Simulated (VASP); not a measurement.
A convergence study with VASP on Na (bcc): a few settings are varied, all else stays as given below, so the limit is that of these other settings. The cell's lengths are 1 % over those of the tabulated start, so it is off equilibrium.

```
CELL_PARAMETERS angstrom
     -2.15130     2.15130     2.15130
      2.15130    -2.15130     2.15130
      2.15130     2.15130    -2.15130
ATOMIC_POSITIONS crystal
  Na 0.00000 0.00000 0.00000
```

Computed with PBE GGA, VASP's PBE PAW potentials (set 64) (plane waves; VASP 6.6.1). The last row used: 550 eV cut-off, 10×10×10 Γ-centred mesh, first-order Methfessel-Paxton smearing of 0.10 eV, potentials Na_pv.

| setting | E (eV/atom) | pressure (GPa) | electronic steps |
|---|---|---|---|
| ALGO = Normal, EDIFF = 1E-2 | -1.3007 | -0.63 | 6 |
| ALGO = Normal, EDIFF = 1E-3 | -1.3007 | -0.65 | 6 |
| ALGO = Normal, EDIFF = 1E-4 | -1.3006 | -0.49 | 8 |
| ALGO = Normal, EDIFF = 1E-5 | -1.3006 | -0.49 | 8 |
| ALGO = Normal, EDIFF = 1E-6 | -1.3006 | -0.50 | 9 |
| ALGO = Normal, EDIFF = 1E-7 | -1.3006 | -0.49 | 11 |
| ALGO = Normal, EDIFF = 1E-8 | -1.3006 | -0.49 | 12 |
| ALGO = Normal, EDIFF = 1E-9 | -1.3006 | -0.49 | 13 |
| ALGO = Fast, EDIFF = 1E-2 | -1.3007 | -0.54 | 6 |
| ALGO = Fast, EDIFF = 1E-3 | -1.3007 | -0.56 | 6 |
| ALGO = Fast, EDIFF = 1E-4 | -1.3006 | -0.75 | 8 |
| ALGO = Fast, EDIFF = 1E-5 | -1.3006 | -0.38 | 9 |
| ALGO = Fast, EDIFF = 1E-6 | -1.3006 | -0.48 | 11 |
| ALGO = Fast, EDIFF = 1E-7 | -1.3006 | -0.50 | 12 |
| ALGO = Fast, EDIFF = 1E-8 | -1.3006 | -0.49 | 14 |
| ALGO = Fast, EDIFF = 1E-9 | -1.3006 | -0.49 | 16 |
| ALGO = All, EDIFF = 1E-2 | -1.3002 | -1.37 | 6 |
| ALGO = All, EDIFF = 1E-3 | -1.3002 | -1.36 | 6 |
| ALGO = All, EDIFF = 1E-4 | -1.3005 | -0.61 | 8 |
| ALGO = All, EDIFF = 1E-5 | -1.3006 | -0.50 | 10 |
| ALGO = All, EDIFF = 1E-6 | -1.3006 | -0.48 | 12 |
| ALGO = All, EDIFF = 1E-7 | -1.3006 | -0.49 | 13 |
| ALGO = All, EDIFF = 1E-8 | -1.3006 | -0.48 | 14 |
| ALGO = All, EDIFF = 1E-9 | -1.3006 | -0.49 | 16 |

Left out are rungs that failed or repeat a setting and relaxations that didn't move; long series are thinned to 24 rows.

The compound is Na in the bcc structure. The cell was not relaxed at this level.
